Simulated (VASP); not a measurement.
Calculation: PBE GGA, VASP's PBE PAW potentials (set 64) (plane waves; VASP).

Input for VASP

**INCAR**
```
ALGO = Normal
EDIFF = 1E-6
EDIFFG = -0.01
ENCUT = 480
GGA = PE
IBRION = 2
ISIF = 3
ISMEAR = 0
LASPH = .True.
LCHARG = .False.
LMAXMIX = 4
LREAL = .False.
LWAVE = .False.
NELM = 100
NSW = 60
PREC = Accurate
SIGMA = 0.05
SYSTEM = PbTe
```

**KPOINTS**
```
Automatic mesh
0
Gamma
7 7 7
0 0 0
```

POSCAR:
```
PbTe
1.0
  0.0000000000   3.2300000000   3.2300000000
  3.2300000000   0.0000000000   3.2300000000
  3.2300000000   3.2300000000   0.0000000000
Te Pb
1 1
Direct
  0.5000000000   0.5000000000   0.5000000000
  0.0000000000   0.0000000000   0.0000000000
```

POTCAR, in this order: Te Pb (PBE.64 set). Program: vasp_std.

Output of the run:

### OSZICAR
```
       N       E                     dE             d eps       ncg     rms          rms(c)
DAV:   1     0.307531334722E+02    0.30753E+02   -0.35741E+03   360   0.816E+02
DAV:   2    -0.627685352499E+01   -0.37030E+02   -0.36590E+02   523   0.111E+02
DAV:   3    -0.762229588933E+01   -0.13454E+01   -0.13429E+01   413   0.255E+01
DAV:   4    -0.763853460966E+01   -0.16239E-01   -0.16237E-01   461   0.343E+00
DAV:   5    -0.763882025138E+01   -0.28564E-03   -0.28564E-03   425   0.388E-01    0.786E+00
DAV:   6    -0.752306329736E+01    0.11576E+00   -0.33822E-01   386   0.245E+00    0.488E+00
DAV:   7    -0.752050992125E+01    0.25534E-02   -0.15852E-01   407   0.185E+00    0.151E+00
DAV:   8    -0.751970842788E+01    0.80149E-03   -0.23992E-02   365   0.834E-01    0.462E-01
DAV:   9    -0.751981336557E+01   -0.10494E-03   -0.12080E-03   388   0.232E-01    0.152E-01
DAV:  10    -0.751980867637E+01    0.46892E-05   -0.20122E-04   385   0.833E-02    0.152E-02
DAV:  11    -0.751981575382E+01   -0.70774E-05   -0.44550E-05   398   0.387E-02    0.285E-02
DAV:  12    -0.751981540705E+01    0.34677E-06   -0.97995E-06   393   0.166E-02
   1 F= -.75198154E+01 E0= -.75198154E+01  d E =-.751982E+01
       N       E                     dE             d eps       ncg     rms          rms(c)
DAV:   1    -0.762985833437E+01   -0.11004E+00   -0.20101E+00   369   0.674E+00    0.157E+00
DAV:   2    -0.755399356513E+01    0.75865E-01   -0.20937E-01   371   0.228E+00    0.767E-01
DAV:   3    -0.753946263434E+01    0.14531E-01   -0.51363E-02   362   0.111E+00    0.444E-01
DAV:   4    -0.753791935757E+01    0.15433E-02   -0.16456E-03   396   0.269E-01    0.445E-01
DAV:   5    -0.753719388135E+01    0.72548E-03   -0.25099E-03   370   0.246E-01    0.192E-01
DAV:   6    -0.753720225277E+01   -0.83714E-05   -0.15550E-04   370   0.740E-02    0.873E-02
DAV:   7    -0.753720480118E+01   -0.25484E-05   -0.18976E-05   376   0.266E-02    0.171E-02
DAV:   8    -0.753720448741E+01    0.31378E-06   -0.47469E-07   185   0.548E-03
   2 F= -.75372045E+01 E0= -.75372045E+01  d E =-.173891E-01
       N       E                     dE             d eps       ncg     rms          rms(c)
DAV:   1    -0.754497908181E+01   -0.77743E-02   -0.12788E-01   376   0.172E+00    0.390E-01
DAV:   2    -0.754022034345E+01    0.47587E-02   -0.12745E-02   370   0.557E-01    0.187E-01
DAV:   3    -0.753931333834E+01    0.90701E-03   -0.33159E-03   368   0.283E-01    0.104E-01
DAV:   4    -0.753922174103E+01    0.91597E-04   -0.11538E-04   426   0.698E-02    0.100E-01
DAV:   5    -0.753918373671E+01    0.38004E-04   -0.14722E-04   370   0.600E-02    0.456E-02
DAV:   6    -0.753918249787E+01    0.12388E-05   -0.77781E-06   368   0.173E-02    0.208E-02
DAV:   7    -0.753918202344E+01    0.47443E-06   -0.72635E-07   183   0.572E-03
   3 F= -.75391820E+01 E0= -.75391820E+01  d E =-.193666E-01
```

OUTCAR:
```
------------------------ aborting loop because EDIFF is reached ----------------------------------------
  FORCE on cell =-STRESS in cart. coord.  units (eV):
  Direction    XX          YY          ZZ          XY          YZ          ZX
  --------------------------------------------------------------------------------------
  Total        0.0023371      0.0023371      0.0023371      0.0000000     -0.0000000      0.0000000
  in kB        0.0530555      0.0530555      0.0530555      0.0000000     -0.0000000      0.0000000
  external PRESSURE =       0.0530555 kB  Pullay stress =       0.0000000 kB
  volume of cell :       70.58
      direct lattice vectors                 reciprocal lattice vectors
     0.000000000  3.280015278  3.280015278    -0.152438314  0.152438314  0.152438314
     3.280015278  0.000000000  3.280015278     0.152438314 -0.152438314  0.152438314
     3.280015278  3.280015278 -0.000000000     0.152438314  0.152438314 -0.152438314
  FREE ENERGIE OF THE ION-ELECTRON SYSTEM (eV)
  ---------------------------------------------------
  free  energy   TOTEN  =        -7.5391820234 eV

  energy  without entropy=       -7.5391820234  energy(sigma->0) =       -7.53918202

 reached required accuracy - stopping structural energy minimisation
```
(Selected blocks of OUTCAR.)

File CONTCAR:
```
PbTe
   1.00000000000000
     0.0000000000000000    3.2800152781805396    3.2800152781805401
     3.2800152781805396    0.0000000000000000    3.2800152781805401
     3.2800152781805396    3.2800152781805396   -0.0000000000000000
  Te              Pb
     1     1
Direct
     0.5000000000000000    0.5000000000000000    0.5000000000000000
     0.0000000000000000    0.0000000000000000    0.0000000000000000
```

Energy and stress use the plane-wave basis of the starting cell.

The compound is PbTe in the rock salt structure. This run relaxes it. Symmetry was kept, so distortions that lower it aren't found.
